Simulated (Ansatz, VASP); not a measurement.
# AlN: VASP beside Ansatz

One calculation is typed for both programs; each brings its own data sets. How far apart do they land? The cell is taken from a series of runs on this material, whose earlier steps may have relaxed, scaled, displaced or heated it; both programs get it as it stands.

Main program and level: Ansatz 0.2.0; plane waves, with VASP 6.6.1 beside it; zone-centre phonons at PBE.

## 1. The structure

Symmetry: P6_3mc, No. 186, hexagonal system. The conventional cell has a = 3.114 Å, b = 3.114 Å, c = 4.987 Å, α = 90.00°, β = 90.00°, γ = 120.00°. Al has 4 N at 1.89 to 1.90 Å nearest. Nearest to N lie 4 Al at 1.89 to 1.90 Å. Farther neighbours and most contacts between anions are not listed.

## 2. Ansatz: zone-centre phonons, PBE, pair 1

Ansatz runs on norm-conserving files, of PseudoDojo where its log says so.

Second derivatives magnify differences that forces hide, and they need a tight electronic threshold.

Contents of input.yaml:

```yaml
crystal:
  lattice:
    - [3.1137658873, 0.0, 0.0]
    - [-1.5568829436, 2.6966003598, 0.0]
    - [0.0, 0.0, 4.9866669807]
  atoms:
    - { symbol: Al, position: [0.3333333333, 0.6666666667, -0.0009011276] }
    - { symbol: Al, position: [0.6666666667, 0.3333333333, 0.4990988724] }
    - { symbol: "N", position: [0.3333333333, 0.6666666667, 0.3809011276] }
    - { symbol: "N", position: [0.6666666667, 0.3333333333, 0.8809011276] }
kpoints:
  mp_grid: { grid: [9, 9, 4] }
hamiltonian:
  xc: pbe
  pseudopotentials: { kind: nc, accuracy: standard }
scf:
  occupations: { method: fixed }
output:
  eigenvalues: true
phonons:
  method: dfpt
  dielectric: true
  rigid_motions: translations
```

On the command line:

```bash
ansatz run input.yaml --threads 4 --pin off --max-ram 7168MiB --backend cpu --events-out ev --progress --plain --runs-dir out
```

Numbers of over 12 decimals in the logs are rounded to 6 here.

The log of the run:

```text
Engine: ansatz 0.2.0, aarch64-unknown-linux-gnu
Pseudopotentials: kind: nc
Pseudopotential: Al, nc, valence charge 3, recommended cutoff 544.227725 eV (normal), Al.nc.azcp (PseudoDojo's, or run here from an input of PseudoDojo's; its table is named by hamiltonian.pseudopotentials.accuracy)
Pseudopotential: N, nc, valence charge 5, recommended cutoff 1142.878222 eV (normal), N.nc.azcp (PseudoDojo's, or run here from an input of PseudoDojo's; its table is named by hamiltonian.pseudopotentials.accuracy)
Functional definition: PBE
  parameter kappa = 0.804
  parameter beta = 0.066725
  exchange = pbe_x(kappa = kappa, mu = beta*pi^2/3)
  correlation = pbe_c(beta = beta)
Crystal: 4 atoms, lattice volume = 41.871 Å³
Basis set: ecut = 1142.878222 eV, 3693 PW (Γ), exchange–correlation on 72×72×120 points (8 copies of the dense FFT grid, shifted against one another)
Bands: 12, of which v1, the nominal top of the filled ones, is band 8 counted from 1 (7 counted from 0)
Symmetry: 12 space group operations
k-points: 95 of 324 (irreducible under 2 space group operations, time reversal used)
Non-local potential: Al, projectors of the file, l = 0: 2, l = 1: 2, l = 2: 2
Non-local potential: N, projectors of the file, l = 0: 2, l = 1: 2
Initial density: superposition of atomic densities (chi_scale 0.1, normalization cell, long waves kept (reshape's long-wave potential 0.00 eV rms))
Initial wavefunctions: pseudopotential atomic-orbital guess
Functional: x = pbe(κ = 0.804, μ = 0.219515), c = pbe(β = 0.066725)
SCF iter   1: F=—  HF=-699.239291 eV  |F-HF|=—  |Δ(HF+E_count)|=         —  Δρ=1.44e-1  dr2=1.02e1  ethr=3.10e-3  ⟨swp⟩=5.4  Hψ=6533  notcnv=0  defer=188
preconditioner: auto → none  [insulator: Δε(μ)=5.447 eV  Ē_g=14.280 eV  n_scr=2 (ndim 8)  ℏωp=23.0 eV  f_vac=0.000  ε∞_Penn≈3.6]
SCF iter   2: F=—  HF=-696.636510 eV  |F-HF|=—  |Δ(HF+E_count)|=    2.60e0  Δρ=7.31e-2  dr2=1.31e0  ethr=3.10e-3  ⟨swp⟩=4.8  Hψ=4005  notcnv=0  defer=188
SCF iter   3: F=—  HF=-696.296496 eV  |F-HF|=—  |Δ(HF+E_count)|=   3.40e-1  Δρ=2.17e-2  dr2=9.92e-2  ethr=3.10e-3  ⟨swp⟩=2.3  Hψ=2690  notcnv=0  defer=188
SCF iter   4: F=—  HF=-696.300036 eV  |F-HF|=—  |Δ(HF+E_count)|=   3.54e-3  Δρ=1.45e-3  dr2=3.73e-4  ethr=6.20e-4  ⟨swp⟩=2.0  Hψ=1380  notcnv=0  defer=190
SCF iter   5: F=—  HF=-696.299932 eV  |F-HF|=—  |Δ(HF+E_count)|=   1.04e-4  Δρ=1.62e-4  dr2=3.47e-6  ethr=2.33e-6  ⟨swp⟩=2.0  Hψ=1915  notcnv=0  defer=190
SCF iter   6: F=—  HF=-696.299937 eV  |F-HF|=—  |Δ(HF+E_count)|=   4.66e-6  Δρ=1.41e-5  dr2=4.32e-8  ethr=2.17e-8  ⟨swp⟩=2.8  Hψ=2124  notcnv=0  defer=41
SCF iter   7: F=—  HF=-696.299920 eV  |F-HF|=—  |Δ(HF+E_count)|=   1.70e-5  Δρ=2.92e-6  dr2=2.14e-9  ethr=2.70e-10  ⟨swp⟩=2.0  Hψ=1750  notcnv=0
SCF iter   8: F=-696.299920 eV  HF=-696.299920 eV  |F-HF|=8.64e-12  |Δ(HF+E_count)|=  2.46e-10  Δρ=6.38e-7  dr2=7.70e-11  ethr=1.00e-12  ⟨swp⟩=7.4  Hψ=8836  notcnv=0
SCF 1 converged in 8 iterations: F = -696.299920 eV  dr2 = 7.70e-11
NSCF: frozen V_eff on 4 k-points
DFPT response loops at Γ: preconditioner auto → none (the input reference at scf.mixing.eps_inf says where Resta's filter doesn't serve); β = 0.50; Broyden in place of MSR1
── the response to a field inside a basis, on 10×10×4 k-points: an SCF that follows is theirs, and a resumed run solves both again ──
Bands: 9, of which v1, the nominal top of the filled ones, is band 8 counted from 1 (7 counted from 0)
k-points: 60 of 400 (irreducible under 4 space group operations, time reversal used)
Initial density: handed on by an earlier stage of this run
Initial wavefunctions: pseudopotential atomic-orbital guess (no wavefunctions were taken with the density)
Eigensolver: Dense (60 Hₖ)
SCF iter   1: F=—  HF=-696.296973 eV  |F-HF|=—  |Δ(HF+E_count)|=         —  Δρ=7.92e-5  dr2=3.86e-7  ethr=1.00e-1
preconditioner: auto → none  [insulator: Δε(μ)=4.808 eV  Ē_g=11.175 eV  n_scr=2 (ndim 8)  ℏωp=23.0 eV  f_vac=0.001  ε∞_Penn≈5.2]
SCF iter   2: F=—  HF=-696.296974 eV  |F-HF|=—  |Δ(HF+E_count)|=   1.52e-6  Δρ=4.03e-5  dr2=1.02e-7  ethr=2.41e-9
SCF iter   3: F=-696.296975 eV  HF=-696.296975 eV  |F-HF|=1.57e-8  |Δ(HF+E_count)|=   5.54e-7  Δρ=7.63e-6  dr2=2.09e-8  ethr=6.37e-10
SCF 1 converged in 3 iterations: F = -696.296975 eV  dr2 = 2.09e-8
DFPT response loops at Γ: mixed as the last ones told, above
WARN: field response: ε∞ stands inside a basis, on 10×10×4 points; the force constants stand on the 9×9×4 k-mesh, whose period is 12.58 times the interband length at k = (0.0000, 0.0000, 0.0000), direct gap 4.182 eV, under 14: take them and everything formed from them as unconverged, and compare with a denser kpoints.mp_grid
SCF converged after 8 iterations
Free energy (F): -696.299920 eV
Harris-Foulkes:  -696.299920 eV  (|F-HF|=8.64e-12)
Internal energy: -696.299920 eV  (E = F + TS)
E sigma→0 (E₀):  -696.299920 eV
Fermi energy:    7.114833 eV
--- Per-component energies (eV) ---
  E_band       = 29.915739
  E_kinetic    = 445.438984
  E_local      = -437.551041  (includes V_loc(G=0)·N_el)
  E_nonlocal   = -36.526106
  E_hartree    = 154.880760
  E_xc         = -231.191556
  E_vxc        = -251.207453  (∫ρ·V_xc dr)
  E_ewald      = -591.350961
  E_smearing   = -0.000000  (= −TS)
  E_closure    = 0.000000  (closes the sum)
  Σ components = -696.299920   (vs F -696.299920, Δ=0.00e0)
--- Band table (eV; the first three rows and the last of 95) ---
  k-point 0: bands = [... 4 lower, 6.2498, 6.8982, 6.8982, 7.1148, 11.2969, 13.7653, 17.6842, 18.2734]
  k-point 1: bands = [... 4 lower, 6.3401, 6.3401, 6.7986, 6.7986, 12.2563, 13.8801, 17.3555, 18.2430]
  k-point 2: bands = [... 4 lower, 6.5647, 6.5647, 6.5647, 6.5647, 13.5574, 13.5574, 17.4186, 17.4186]
  k-point 94: bands = [... 4 lower, 4.5638, 4.5638, 6.0316, 6.0316, 13.6791, 13.6791, 16.4383, 16.4383]
--- Phonons (Γ-DFPT): 4 representative perturbations + reference, on 95 of 324 k-points (Σ response iterations 12) ---
  k mesh reduced under 2 symmetry operations, with k and −k counted as one. Each operation leaves every solved perturbation unchanged. A smaller set is not considered because the run solves the response to a homogeneous field
  ASR residual: 5.458e-4 → 0.000e0 eV/Å²; symmetrization residual: 2.346e-6 eV/Å²
  ASR residual per site (eV/Å²): 2.74e-5 2.74e-5 5.46e-4 5.46e-4
  Γ frequencies (cm⁻¹): 0.00 0.00 0.00 237.56 237.56 544.74 614.08 660.20 660.20 670.50 670.50 722.01
  ε∞ (high-frequency dielectric tensor):
        4.403003     0.000000     0.000000
        0.000000     4.403003     0.000000
        0.000000     0.000000     4.622743
  ε⁰ (static dielectric tensor: ions relaxed, cell fixed):
        7.953633     0.000000     0.000000
        0.000000     7.953633     0.000000
        0.000000     0.000000     9.425432
  ε⁰ − ε∞ (ionic part):
        3.550631     0.000000    -0.000000
        0.000000     3.550631     0.000000
       -0.000000     0.000000     4.802689
  softest optical mode at Γ: 237.56 cm⁻¹; the repairs (sum rule, projections) moved no ω² at Γ by more than (3.34 cm⁻¹)²
  Born effective charges Z* (e; rows j = field, columns β = displacement):
    site 0:
         2.50241    0.00000    0.00000
         0.00000    2.50241   -0.00000
         0.00000   -0.00000    2.66545
    site 1:
         2.50241    0.00000    0.00000
         0.00000    2.50241    0.00000
         0.00000    0.00000    2.66545
    site 2:
        -2.50241   -0.00000   -0.00000
        -0.00000   -2.50241    0.00000
        -0.00000   -0.00000   -2.66545
    site 3:
        -2.50241   -0.00000   -0.00000
        -0.00000   -2.50241   -0.00000
        -0.00000   -0.00000   -2.66545
  Z* charge neutrality: 8.221e-4 e pre-enforcement
  solved inside a basis spanned on kpoints, on 10×10×4 k-points, its susceptibility summed on 12×12×6: ε∞ is read to err by 1.3e-2, Z* by 1.1e-2 e (field_mesh: kpoints solves on kpoints); Z* is corrected for what the basis lacks
  optical modes at Γ without the LO–TO term, one row a degenerate level:
      ω (cm⁻¹)  modes    IR ((D/Å)²/amu)
        237.56      2             0.0000
        544.74      1             0.0000
        614.08      1            35.5536
[...]
optical modes at Γ + LO–TO along q̂ = [1.0000, 0.0000, 0.0000]:
      ω (cm⁻¹)  modes    IR ((D/Å)²/amu)
[...]
optical modes at Γ + LO–TO along q̂ = [0.0000, 1.0000, 0.0000]:
      ω (cm⁻¹)  modes    IR ((D/Å)²/amu)
[...]
722.01      1             0.0000
        901.17      1            31.3371
  optical modes at Γ + LO–TO along q̂ = [0.0000, 0.0000, 1.0000]:
      ω (cm⁻¹)  modes    IR ((D/Å)²/amu)
        237.56      2             0.0000
        544.74      1             0.0000
        660.20      2             0.0000
        670.50      2            62.6743
        722.01      1             0.0000
        876.85      1            35.5536
```

[end of part 1 of 4]

[Lines on the potential files, build, host, timing and source positions are cut from VASP's logs without a mark.]

[Logs are printed without paths, hosts, clocks, repeated set-up lines and the standing remarks that a program may print on its own settings, such as how far it seeks lower states.]

[Hosts, paths, dates, database ids (printed as entryN), source tags and the programs' standing remarks are cut or masked in the printed files.]
